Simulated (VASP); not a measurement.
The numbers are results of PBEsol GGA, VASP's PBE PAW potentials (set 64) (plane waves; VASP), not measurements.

A VASP calculation is set up with these files.

POSCAR:
```
GaP
1
   -0.0000000000     2.7164457412     2.7164457412
    2.7164457412    -0.0000000000     2.7164457412
    2.7164457412     2.7164457412    -0.0000000000
Ga P
1 1
Direct
  0.0000000000   0.0000000000   0.0000000000
  0.2500000000   0.2500000000   0.2500000000
```

**KPOINTS**
```
Automatic
0
gamma
  9 9 9
0 0 0
```

INCAR:
```
LWAVE = .FALSE.
ISMEAR = -5
PREC = Accurate
LORBIT = 11   # lm-projected
EDIFF = 1E-7   # SCF stop (eV)
ENCUT = 400
SYSTEM = GaP
NEDOS = 601
ALGO = Normal   # blocked Davidson
GGA = PS
LASPH = .TRUE.   # aspherical one-centre terms
NELM = 100   # most electronic steps
ISIF = 2
LMAXMIX = 4
LCHARG = .TRUE.
LREAL = .FALSE.
```

POTCAR, in this order: Ga_d P (PBE.64 set). Program: vasp_std.

Output

OUTCAR:
```
 ion  position               nearest neighbor table
   1  0.000  0.000  0.000-   2 2.35   2 2.35   2 2.35   2 2.35
   2  0.250  0.250  0.250-   1 2.35   1 2.35   1 2.35   1 2.35
  LATTYP: Found a face centered cubic cell.
 ALAT       =     5.4328914824
 Subroutine PRICEL returns:
 Original cell was already a primitive cell.
 Subroutine GETGRP returns: Found 24 space group operations
The static configuration has the point symmetry T_d .
The dynamic configuration has the point symmetry T_d .
 Subroutine INISYM returns: Found 24 space group operations
 Subroutine IBZKPT returns following result:
 Found     35 irreducible k-points:

 Following reciprocal coordinates:
            Coordinates               Weight
  0.000000  0.000000  0.000000      1.000000
  0.111111  0.000000  0.000000      8.000000
  0.222222  0.000000  0.000000      8.000000
  0.333333  0.000000  0.000000      8.000000
  0.444444  0.000000  0.000000      8.000000
  0.111111  0.111111  0.000000      6.000000
  0.222222  0.111111  0.000000     24.000000
  0.333333  0.111111  0.000000     24.000000
  0.444444  0.111111  0.000000     24.000000
 -0.444444  0.111111  0.000000     24.000000
 -0.333333  0.111111  0.000000     24.000000
 -0.222222  0.111111  0.000000     24.000000
 -0.111111  0.111111  0.000000     12.000000
  0.222222  0.222222  0.000000      6.000000
  0.333333  0.222222  0.000000     24.000000
  0.444444  0.222222  0.000000     24.000000
 -0.444444  0.222222  0.000000     24.000000
 -0.333333  0.222222  0.000000     24.000000
 -0.222222  0.222222  0.000000     12.000000
  0.333333  0.333333  0.000000      6.000000
  0.444444  0.333333  0.000000     24.000000
 -0.444444  0.333333  0.000000     24.000000
 -0.333333  0.333333  0.000000     12.000000
  0.444444  0.444444  0.000000      6.000000
 -0.444444  0.444444  0.000000     12.000000
  0.333333  0.222222  0.111111     24.000000
  0.444444  0.222222  0.111111     48.000000
 -0.444444  0.222222  0.111111     48.000000
  0.444444  0.333333  0.111111     24.000000
 -0.444444  0.333333  0.111111     48.000000
 -0.333333  0.333333  0.111111     48.000000
 -0.222222  0.333333  0.111111     24.000000
 -0.444444  0.444444  0.111111     24.000000
 -0.333333  0.444444  0.111111     24.000000
 -0.333333  0.444444  0.222222     24.000000
   k-points           NKPTS =     35   k-points in BZ     NKDIM =     35   number of bands    NBANDS=     13
   number of dos      NEDOS =    601   number of ions     NIONS =      2
   total plane-waves  NPLWV =  21952
   dimension x,y,z NGX =    28 NGY =   28 NGZ =   28
   dimension x,y,z NGXF=    56 NGYF=   56 NGZF=   56
   ions per type =               1   1
   PREC   = accura    normal or accurate (medium, high low for compatibility)
   ISTART =      0    job   : 0-new  1-cont  2-samecut
   ICHARG =      2    charge: 1-file 2-atom 10-const
   ISPIN  =      1    spin polarized calculation?
   LNONCOLLINEAR =      F non collinear calculations
   LSORBIT =      F    spin-orbit coupling
   INIWAV =      1    electr: 0-lowe 1-rand  2-diag
   ENCUT  =  400.0 eV  29.40 Ry    5.42 a.u.   6.26  6.26  6.26*2*pi/ulx,y,z
   NELM   =    100;   NELMIN=  2; NELMDL= -5     # of ELM steps
   EDIFF  = 0.1E-06   stopping-criterion for ELM
   LREAL  =      F    real-space projection
   NLSPLINE    = F    spline interpolate recip. space projectors
   LMAXMIX     =    4 max onsite mixed and CHGCAR
   VOSKOWN=      0    Vosko Wilk Nusair interpolation
   EDIFFG = 0.1E-05   stopping-criterion for IOM
   NSW    =      0    number of steps for IOM
   NBLOCK =      1;   KBLOCK =      1    inner block; outer block
   IBRION =     -1    ionic relax: 0-MD 1-quasi-New 2-CG
...
```

**OSZICAR**
```
       N       E                     dE             d eps       ncg     rms          rms(c)
DAV:   1     0.689722172264E+02    0.68972E+02   -0.82021E+03   918   0.172E+03
DAV:   2    -0.492908006779E+01   -0.73901E+02   -0.71520E+02   990   0.285E+02
DAV:   3    -0.101174845740E+02   -0.51884E+01   -0.51637E+01  1140   0.693E+01
DAV:   4    -0.102070656074E+02   -0.89581E-01   -0.89537E-01  1135   0.977E+00
DAV:   5    -0.102093020347E+02   -0.22364E-02   -0.22363E-02  1154   0.127E+00    0.417E+00
DAV:   6    -0.996392344392E+01    0.24538E+00   -0.43881E-01  1439   0.140E+01    0.265E+00
DAV:   7    -0.992428429238E+01    0.39639E-01   -0.98832E-02  1254   0.269E+00    0.997E-01
DAV:   8    -0.992129376795E+01    0.29905E-02   -0.13094E-02  1070   0.163E+00    0.158E-01
DAV:   9    -0.992143849554E+01   -0.14473E-03   -0.11323E-03  1324   0.577E-01    0.669E-02
DAV:  10    -0.992145764163E+01   -0.19146E-04   -0.64671E-05  1066   0.803E-02    0.274E-02
DAV:  11    -0.992148387876E+01   -0.26237E-04   -0.27829E-05  1055   0.620E-02    0.393E-03
DAV:  12    -0.992148384367E+01    0.35087E-07   -0.15443E-06  1159   0.177E-02    0.370E-03
DAV:  13    -0.992148395702E+01   -0.11335E-06   -0.26514E-07  1046   0.455E-03    0.106E-03
DAV:  14    -0.992148392770E+01    0.29317E-07   -0.12706E-08   530   0.156E-03
   1 F= -.99214839E+01 E0= -.99214839E+01  d E =0.000000E+00
```

OUTCAR:
```
------------------------ aborting loop because EDIFF is reached ----------------------------------------
  FORCE on cell =-STRESS in cart. coord.  units (eV):
  Direction    XX          YY          ZZ          XY          YZ          ZX
  --------------------------------------------------------------------------------------
  Total       -0.0005829     -0.0005829     -0.0005829      0.0000000      0.0000000     -0.0000000
  in kB       -0.0232970     -0.0232970     -0.0232970      0.0000000      0.0000000     -0.0000000
  external PRESSURE =      -0.0232970 kB  Pullay stress =       0.0000000 kB
  volume of cell :       40.09
      direct lattice vectors                 reciprocal lattice vectors
     0.000000000  2.716445741  2.716445741    -0.184064048  0.184064048  0.184064048
     2.716445741  0.000000000  2.716445741     0.184064048 -0.184064048  0.184064048
     2.716445741  2.716445741  0.000000000     0.184064048  0.184064048 -0.184064048
  FREE ENERGIE OF THE ION-ELECTRON SYSTEM (eV)
  ---------------------------------------------------
  free  energy   TOTEN  =        -9.9214839277 eV

  energy  without entropy=       -9.9214839277  energy(sigma->0) =       -9.92148393

 total charge

# of ion       s       p       d       tot
------------------------------------------
    1        0.865   0.864  10.014  11.743
    2        1.018   1.513   0.000   2.531
--------------------------------------------------
tot          1.883   2.377  10.014  14.274
```
(Selected blocks of OUTCAR.)

The structure comes from a measured GaP entry (F-43m) of the Crystallography Open Database, whose conditions weren't checked. It was relaxed first.
